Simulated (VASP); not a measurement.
# Cu2SeS with AM05: from relaxation to properties, part 7 of 8

Wanted: the relaxed cell of Cu2SeS and its properties. The cell is invented: it takes the structure of a Materials Project entry for Mg2SeS (space group 115 there), with some of its atoms replaced by other elements, volume scaled by an estimate. It may not be a known or stable phase. The atoms of the start are displaced at random from the sites of a P-4m2 cell.

VASP 6.6.1; AM05, no spin polarisation; plane waves and PAW (Se, Cu, S); invented cell.

Still holding for the runs below: This run has no spin polarisation, although Cu can carry a moment. The k-mesh is coarse for a metal.

So far. Step 8 (Core levels (AM05)): Atoms of one element give levels within 0.1 eV of each other. Step 9 (Volume scan with AM05): The pressure here is 6.23 GPa.

### 10. Volume scan with AM05 (run 2)

File INCAR:

```
SYSTEM = Cu2SeS
PREC = Accurate
ENCUT = 400
EDIFF = 1E-06
NELM = 100
ISMEAR = 0
SIGMA = 0.05
LREAL = .FALSE.
ALGO = Normal
GGA = AM
NBANDS = 23
LORBIT = 11
LWAVE = .FALSE.
LCHARG = .FALSE.
KPAR = 2
ISIF = 2
```

File POSCAR:

```
Cu2SeS
1.0
    3.7289615268      0.0000000000      0.0000000000
    0.0000000000      3.7289615268      0.0000000000
    0.0000000000      0.0000000000      5.0441360189
Se Cu S
1 2 1
Direct
    0.5000000000      0.5000000000      0.5000000000
    0.0000000000      0.5000000000      0.2271366280
    0.5000000000      0.0000000000      0.7728633720
    0.0000000000      0.0000000000      0.0000000000
```

File KPOINTS:

```
Automatic mesh
0
Gamma
6 6 5
0 0 0
```

Potentials, in the order of the species: Se, Cu and S (PBE family, release 64).

On the command line:

```bash
$ mpirun -np 2 vasp_std
```

Log:

```text
[... set-up lines as in an earlier step ...]
 entering main loop
       N       E                     dE             d eps       ncg     rms          rms(c)
DAV:   1     0.232556306352E+03    0.23256E+03   -0.12824E+04  1380   0.154E+03
DAV:   2     0.350904046390E+01   -0.22905E+03   -0.21770E+03  1387   0.325E+02
DAV:   3    -0.188860966111E+02   -0.22395E+02   -0.21528E+02  1898   0.120E+02
DAV:   4    -0.197911979224E+02   -0.90510E+00   -0.90233E+00  1765   0.229E+01
DAV:   5    -0.198273644869E+02   -0.36167E-01   -0.36145E-01  1943   0.412E+00    0.162E+01
DAV:   6    -0.199064830645E+02   -0.79119E-01   -0.48711E+01  1756   0.187E+02    0.131E+01
DAV:   7    -0.163470435252E+02    0.35594E+01   -0.12247E+01  1639   0.107E+02    0.434E+00
DAV:   8    -0.164645112752E+02   -0.11747E+00   -0.20521E+00  2201   0.220E+01    0.221E+00
DAV:   9    -0.164201819514E+02    0.44329E-01   -0.18576E-01  2105   0.119E+01    0.439E-01
DAV:  10    -0.164214079102E+02   -0.12260E-02   -0.15564E-02  2217   0.125E+00    0.299E-01
DAV:  11    -0.164209154549E+02    0.49246E-03   -0.42716E-03  1931   0.217E+00    0.106E-01
DAV:  12    -0.164208645752E+02    0.50880E-04   -0.13134E-03  2238   0.765E-01    0.308E-02
DAV:  13    -0.164208637933E+02    0.78189E-06   -0.45394E-05  2282   0.788E-02    0.138E-02
DAV:  14    -0.164208657828E+02   -0.19895E-05   -0.99428E-06  2173   0.478E-02    0.627E-03
DAV:  15    -0.164208664738E+02   -0.69104E-06   -0.92555E-07  1341   0.135E-02
   1 F= -.16420866E+02 E0= -.16418614E+02  d E =-.450541E-02
```

Elapsed: 8.8 s, on 2 MPI ranks of Intel Xeon 6975P-C (Granite Rapids), shared host; peak memory 0.32 GiB; 16 s of CPU time.

From OUTCAR (step 10):

```text
   ENCUT  =  400.0 eV  29.40 Ry    5.42 a.u.   6.08  6.08  8.23*2*pi/ulx,y,z

   NELECT =      34.0000    total number of electrons

 E-fermi :   4.6489

 k-point     1 :       0.0000    0.0000    0.0000
  band No.  band energies     occupation
    ...
     11       1.9158      2.00000
     12       2.0032      2.00000
     13       2.3149      2.00000
     14       2.9183      2.00000
     15       2.9183      2.00000
     16       5.9889      0.00000
     17       5.9889      0.00000
     18       6.1054      0.00000
     19       8.0333      0.00000
     20       8.4239      0.00000
    ...

  Total        1.5222576      1.5222576      2.1346156      0.0000000     -0.0000000      0.0000000
  in kB       34.7725168     34.7725168     48.7604450      0.0000000     -0.0000000      0.0000000
  external PRESSURE =      39.4351596 kB  Pullay stress =       0.0000000 kB

 POSITION                                       TOTAL-FORCE (eV/Angst)
 -----------------------------------------------------------------------------------
      1.86448      1.86448      2.52207         0.000000      0.000000      0.000000
      0.00000      1.86448      1.14571         0.000000     -0.000000     -0.017869
      1.86448      0.00000      3.89843        -0.000000     -0.000000      0.017869
      0.00000      0.00000      0.00000         0.000000     -0.000000      0.000000
 -----------------------------------------------------------------------------------
    total drift:                                0.000000      0.000000      0.000000

  FREE ENERGIE OF THE ION-ELECTRON SYSTEM (eV)
  ---------------------------------------------------
  free  energy   TOTEN  =       -16.4208664738 eV

  energy  without entropy=      -16.4163610647  energy(sigma->0) =      -16.41861377

[... 4 parts as in an earlier step ...]

[... 12 further parts left out ...]
```

This step gave:

```yaml
free_energy_toten: -16.42 eV
energy_at_zero_smearing: -16.42 eV
fermi_energy: 4.649 eV
pressure: 3.944 GPa
```

The pressure falls from 6.23 to 3.94 GPa.

The run ends at a pressure of 3.94 GPa, with forces up to 0.018 eV/Å.

### 11. Volume scan with AM05 (run 3)

INCAR is that of step 10.

File POSCAR:

```
Cu2SeS
1.0
    3.7546793156      0.0000000000      0.0000000000
    0.0000000000      3.7546793156      0.0000000000
    0.0000000000      0.0000000000      5.0789242632
Se Cu S
1 2 1
Direct
    0.5000000000      0.5000000000      0.5000000000
    0.0000000000      0.5000000000      0.2271366280
    0.5000000000      0.0000000000      0.7728633720
    0.0000000000      0.0000000000      0.0000000000
```

KPOINTS is that of step 10.

On the command line:

```bash
$ mpirun -np 2 vasp_std
```

Log:

```text
[... set-up lines as in an earlier step ...]
 entering main loop
       N       E                     dE             d eps       ncg     rms          rms(c)
DAV:   1     0.232238474617E+03    0.23224E+03   -0.12831E+04  1380   0.153E+03
DAV:   2     0.360852620704E+01   -0.22863E+03   -0.21847E+03  1394   0.322E+02
DAV:   3    -0.188809749657E+02   -0.22490E+02   -0.21469E+02  1909   0.119E+02
DAV:   4    -0.197832181096E+02   -0.90224E+00   -0.89936E+00  1819   0.229E+01
[...]
DAV:  13    -0.164499468512E+02   -0.26372E-06   -0.43491E-05  2245   0.680E-02    0.135E-02
DAV:  14    -0.164499491034E+02   -0.22522E-05   -0.94309E-06  2157   0.504E-02    0.630E-03
DAV:  15    -0.164499497351E+02   -0.63169E-06   -0.11116E-06  1274   0.190E-02
   1 F= -.16449950E+02 E0= -.16447719E+02  d E =-.446150E-02
```

It took 7.4 s on 2 MPI ranks; peak memory 0.32 GiB.

OUTCAR, selected parts (step 11):

```text
  Total        0.6395263      0.6395263      1.2566656      0.0000000      0.0000000      0.0000000
  in kB       14.3103927     14.3103927     28.1198414      0.0000000      0.0000000      0.0000000
  external PRESSURE =      18.9135423 kB  Pullay stress =       0.0000000 kB

 POSITION                                       TOTAL-FORCE (eV/Angst)
 -----------------------------------------------------------------------------------
      1.87734      1.87734      2.53946         0.000000      0.000000      0.000000
      0.00000      1.87734      1.15361         0.000000      0.000000     -0.020559
      1.87734      0.00000      3.92531         0.000000      0.000000      0.020559
      0.00000      0.00000      0.00000         0.000000      0.000000      0.000000
 -----------------------------------------------------------------------------------
    total drift:                                0.000000      0.000000      0.000000

  FREE ENERGIE OF THE ION-ELECTRON SYSTEM (eV)
  ---------------------------------------------------
  free  energy   TOTEN  =       -16.4499497351 eV

  energy  without entropy=      -16.4454882344  energy(sigma->0) =      -16.44771898

[... 1 part as in an earlier step ...]

[... 2 further parts left out ...]
[key lines of the parts left out:]
E-fermi :   4.4190
```

The pressure falls from 3.94 to 1.89 GPa.

The run ends at a pressure of 1.89 GPa, with forces up to 0.021 eV/Å.

### 12. Volume scan with AM05 (run 4)

INCAR is that of step 11.

File POSCAR:

```
Cu2SeS
1.0
    3.7800495400      0.0000000000      0.0000000000
    0.0000000000      3.7800495400      0.0000000000
    0.0000000000      0.0000000000      5.1132423600
Se Cu S
1 2 1
Direct
    0.5000000000      0.5000000000      0.5000000000
    0.0000000000      0.5000000000      0.2271366280
    0.5000000000      0.0000000000      0.7728633720
    0.0000000000      0.0000000000      0.0000000000
```

KPOINTS is that of step 11.

On the command line:

```bash
$ mpirun -np 2 vasp_std
```

Log:

```text
[... set-up lines as in an earlier step ...]
 entering main loop
       N       E                     dE             d eps       ncg     rms          rms(c)
[... 15 cycles as in an earlier step ...]
   1 F= -.16461406E+02 E0= -.16459251E+02  d E =-.430940E-02
```

Elapsed: 10 s, on 2 MPI ranks; peak memory 0.36 GiB; 19 s of CPU time.

OUTCAR, selected parts (step 12):

```text
[... 6 parts as in an earlier step ...]

[... 1 further part left out ...]
[key lines of the parts left out:]
E-fermi :   4.1987
```

The pressure falls from 1.89 to 0.08 GPa.

The run ends at a pressure of 0.08 GPa, with forces up to 0.024 eV/Å.

### 13. Volume scan with AM05 (run 5)

INCAR is that of step 12.

File POSCAR:

```
Cu2SeS
1.0
    3.8050837102      0.0000000000      0.0000000000
    0.0000000000      3.8050837102      0.0000000000
    0.0000000000      0.0000000000      5.1471058791
Se Cu S
1 2 1
Direct
    0.5000000000      0.5000000000      0.5000000000
    0.0000000000      0.5000000000      0.2271366280
    0.5000000000      0.0000000000      0.7728633720
    0.0000000000      0.0000000000      0.0000000000
```

KPOINTS is that of step 12.

On the command line:

```bash
$ mpirun -np 2 vasp_std
```

Log:

```text
[... set-up lines as in an earlier step ...]
 entering main loop
       N       E                     dE             d eps       ncg     rms          rms(c)
DAV:   1     0.229755185795E+03    0.22976E+03   -0.12663E+04  1380   0.150E+03
DAV:   2     0.345005134689E+01   -0.22631E+03   -0.21602E+03  1380   0.319E+02
DAV:   3    -0.187760807112E+02   -0.22226E+02   -0.21198E+02  1895   0.117E+02
DAV:   4    -0.197027616684E+02   -0.92668E+00   -0.92286E+00  1841   0.232E+01
[...]
DAV:  13    -0.164571595529E+02   -0.16232E-05   -0.50971E-05  1783   0.536E-02    0.119E-02
DAV:  14    -0.164571633090E+02   -0.37560E-05   -0.87060E-06  1833   0.316E-02    0.557E-03
DAV:  15    -0.164571638074E+02   -0.49840E-06   -0.13136E-06  1245   0.307E-02
   1 F= -.16457164E+02 E0= -.16455078E+02  d E =-.417186E-02
```

It took 10 s on 2 MPI ranks; peak memory 0.35 GiB.

From OUTCAR (step 13):

```text
  Total       -0.9528484     -0.9528484     -0.3167764      0.0000000      0.0000000      0.0000000
  in kB      -20.4853242    -20.4853242     -6.8103878      0.0000000      0.0000000      0.0000000
  external PRESSURE =     -15.9270121 kB  Pullay stress =       0.0000000 kB

 POSITION                                       TOTAL-FORCE (eV/Angst)
 -----------------------------------------------------------------------------------
      1.90254      1.90254      2.57355        -0.000000     -0.000000      0.000000
      0.00000      1.90254      1.16910         0.000000      0.000000     -0.025020
      1.90254      0.00000      3.97801        -0.000000      0.000000      0.025020
      0.00000      0.00000      0.00000        -0.000000      0.000000      0.000000
 -----------------------------------------------------------------------------------
    total drift:                                0.000000      0.000000      0.000000

  FREE ENERGIE OF THE ION-ELECTRON SYSTEM (eV)
  ---------------------------------------------------
  free  energy   TOTEN  =       -16.4571638074 eV

  energy  without entropy=      -16.4529919470  energy(sigma->0) =      -16.45507788

[... 1 part as in an earlier step ...]

[... 2 further parts left out ...]
[key lines of the parts left out:]
E-fermi :   3.9882
```

The pressure falls from 0.08 to -1.59 GPa, so it vanishes between these two volumes.

### 14. Volume scan with AM05 (run 6)

INCAR is that of step 13.

File POSCAR:

```
Cu2SeS
1.0
    3.8297927384      0.0000000000      0.0000000000
    0.0000000000      3.8297927384      0.0000000000
    0.0000000000      0.0000000000      5.1805295810
Se Cu S
1 2 1
Direct
    0.5000000000      0.5000000000      0.5000000000
    0.0000000000      0.5000000000      0.2271366280
    0.5000000000      0.0000000000      0.7728633720
    0.0000000000      0.0000000000      0.0000000000
```

KPOINTS is that of step 13.

On the command line:

```bash
$ mpirun -np 2 vasp_std
```

Log:

```text
[... set-up lines as in an earlier step ...]
 entering main loop
       N       E                     dE             d eps       ncg     rms          rms(c)
DAV:   1     0.226523718996E+03    0.22652E+03   -0.12675E+04  1380   0.149E+03
DAV:   2     0.268689667535E+01   -0.22384E+03   -0.21385E+03  1394   0.314E+02
DAV:   3    -0.186919339045E+02   -0.21379E+02   -0.20516E+02  1893   0.116E+02
DAV:   4    -0.196466007958E+02   -0.95467E+00   -0.94989E+00  1746   0.233E+01
[...]
DAV:  13    -0.164388367024E+02   -0.27405E-05   -0.61130E-05  2190   0.837E-02    0.121E-02
DAV:  14    -0.164388401876E+02   -0.34852E-05   -0.63118E-06  1973   0.295E-02    0.603E-03
DAV:  15    -0.164388410674E+02   -0.87979E-06   -0.16750E-06  1360   0.172E-02
   1 F= -.16438841E+02 E0= -.16436778E+02  d E =-.412670E-02
```

Wall time 11 s (2 MPI ranks); peak memory 0.36 GiB.

From OUTCAR (step 14):

```text
  Total       -1.6618126     -1.6618126     -1.0036661      0.0000000     -0.0000000      0.0000000
  in kB      -35.0403088    -35.0403088    -21.1628989      0.0000000     -0.0000000      0.0000000
  external PRESSURE =     -30.4145055 kB  Pullay stress =       0.0000000 kB

 POSITION                                       TOTAL-FORCE (eV/Angst)
 -----------------------------------------------------------------------------------
      1.91490      1.91490      2.59026         0.000000      0.000000      0.000000
      0.00000      1.91490      1.17669        -0.000000     -0.000000     -0.025221
      1.91490      0.00000      4.00384         0.000000     -0.000000      0.025221
      0.00000      0.00000      0.00000         0.000000     -0.000000      0.000000
 -----------------------------------------------------------------------------------
    total drift:                                0.000000      0.000000      0.000000

  FREE ENERGIE OF THE ION-ELECTRON SYSTEM (eV)
  ---------------------------------------------------
  free  energy   TOTEN  =       -16.4388410674 eV

  energy  without entropy=      -16.4347143689  energy(sigma->0) =      -16.43677772

[... 1 part as in an earlier step ...]

[... 2 further parts left out ...]
[key lines of the parts left out:]
E-fermi :   3.7863
```

The pressure falls from -1.59 to -3.04 GPa.

The run ends at a pressure of -3.04 GPa, with forces up to 0.025 eV/Å.

### 15. Volume scan with AM05 (run 7)

A prediction first. A parabola through the 6 pressures of evenly scaled cells so far, P = 0.06 -87.0 t +205 t² GPa with t = ln(V/V₁) and V₁ the volume at scale 1, gives -4.32 GPa at t = +0.0583.

INCAR is that of step 14.

File POSCAR:

```
Cu2SeS
1.0
    3.8541869804      0.0000000000      0.0000000000
    0.0000000000      3.8541869804      0.0000000000
    0.0000000000      0.0000000000      5.2135274744
Se Cu S
1 2 1
Direct
    0.5000000000      0.5000000000      0.5000000000
    0.0000000000      0.5000000000      0.2271366280
    0.5000000000      0.0000000000      0.7728633720
    0.0000000000      0.0000000000      0.0000000000
```

KPOINTS is that of step 14.

On the command line:

```bash
$ mpirun -np 2 vasp_std
```

Log:

```text
[... set-up lines as in an earlier step ...]
 entering main loop
       N       E                     dE             d eps       ncg     rms          rms(c)
DAV:   1     0.228105298564E+03    0.22811E+03   -0.12784E+04  1380   0.149E+03
DAV:   2     0.334448331853E+01   -0.22476E+03   -0.21452E+03  1380   0.314E+02
DAV:   3    -0.185575850188E+02   -0.21902E+02   -0.20891E+02  1894   0.116E+02
DAV:   4    -0.195753917494E+02   -0.10178E+01   -0.10129E+01  1848   0.243E+01
[...]
DAV:  14    -0.164081517036E+02   -0.31284E-05   -0.91638E-06  2134   0.627E-02    0.582E-03
DAV:  15    -0.164081528768E+02   -0.11732E-05   -0.29139E-06  1608   0.130E-02    0.266E-03
DAV:  16    -0.164081531204E+02   -0.24358E-06   -0.31391E-07  1264   0.728E-03
   1 F= -.16408153E+02 E0= -.16406069E+02  d E =-.416819E-02
```

Elapsed: 15 s, on 2 MPI ranks; peak memory 0.36 GiB.

From OUTCAR (step 15):

```text
  Total       -2.3032560     -2.3032560     -1.6201585      0.0000000      0.0000000      0.0000000
  in kB      -47.6491952    -47.6491952    -33.5174409      0.0000000      0.0000000      0.0000000
  external PRESSURE =     -42.9386105 kB  Pullay stress =       0.0000000 kB

 POSITION                                       TOTAL-FORCE (eV/Angst)
 -----------------------------------------------------------------------------------
      1.92709      1.92709      2.60676        -0.000000      0.000000      0.000000
      0.00000      1.92709      1.18418        -0.000000     -0.000000     -0.024493
      1.92709      0.00000      4.02934         0.000000     -0.000000      0.024493
      0.00000      0.00000      0.00000        -0.000000     -0.000000      0.000000
 -----------------------------------------------------------------------------------
    total drift:                                0.000000     -0.000000      0.000000

  FREE ENERGIE OF THE ION-ELECTRON SYSTEM (eV)
  ---------------------------------------------------
  free  energy   TOTEN  =       -16.4081531204 eV

  energy  without entropy=      -16.4039849273  energy(sigma->0) =      -16.40606902

[... 1 part as in an earlier step ...]

[... 2 further parts left out ...]
[key lines of the parts left out:]
E-fermi :   3.5926
```

The pressure falls from -3.04 to -4.29 GPa. The parabola predicted -4.32 GPa, -0.02 GPa off.

### 16. Comparing the runs

Times are for 2 MPI ranks of Intel Xeon 6975P-C (Granite Rapids), shared host. The runs compared:

```tsv
no.	volume scale	energy above the lowest point (meV/atom)	pressure (GPa)	time	memory (GiB)
1	0.94	22.3	6.234	8.8 s	0.32
2	0.96	10.16	3.944	8.8 s	0.32
3	0.98	2.88	1.891	7.4 s	0.32
4	1	0	0.07568	10 s	0.36
5	1.02	1.04	-1.593	10 s	0.35
6	1.04	5.62	-3.041	11 s	0.36
7	1.06	13.3	-4.294	15 s	0.36
```

### 17. Fit for AM05

This step: Birch-Murnaghan fit, AM05; plane waves and PAW; invented cell (VASP 6.6.1).

This step runs nothing: it gathers the runs above.

Numbers from this step:

```yaml
pressure_derivative_of_the_bulk_modulus: 4.551
r_m_s_error_of_the_fit: 8.60e-6 eV/atom
minimum_inside_the_sampled_range: yes
bulk_modulus: 84.23 GPa
equilibrium_volume_of_the_fit: 18.35 Å³/atom
```

Table of energy above the fitted minimum by volume:

```tsv
volume (Å³/atom)	energy above the fitted minimum (eV/atom)
17.170	0.0224
17.535	0.0102
17.900	0.00297
18.265	8.5e-5
18.631	0.00113
18.996	0.00570
19.361	0.0134
```

The fitted volume lies +0.44 % from the relaxed one. At a finite cutoff and mesh the minimum of the energy and the zero of the stress don't quite coincide, and the relaxation stops at a threshold.

(Part 7 of 8 ends here.)

[Lines on the potential files, build, host, timing and source positions are cut from VASP's logs without a mark.]

[Logs are printed without paths, hosts, clocks, repeated set-up lines and the standing remarks that a program may print on its own settings, such as how far it seeks lower states.]

[Hosts, paths, dates, database ids (printed as entryN), source tags and the programs' standing remarks are cut or masked in the printed files.]

[A measured line is paired with the nearest computed mode of its activity, which favours agreement.]
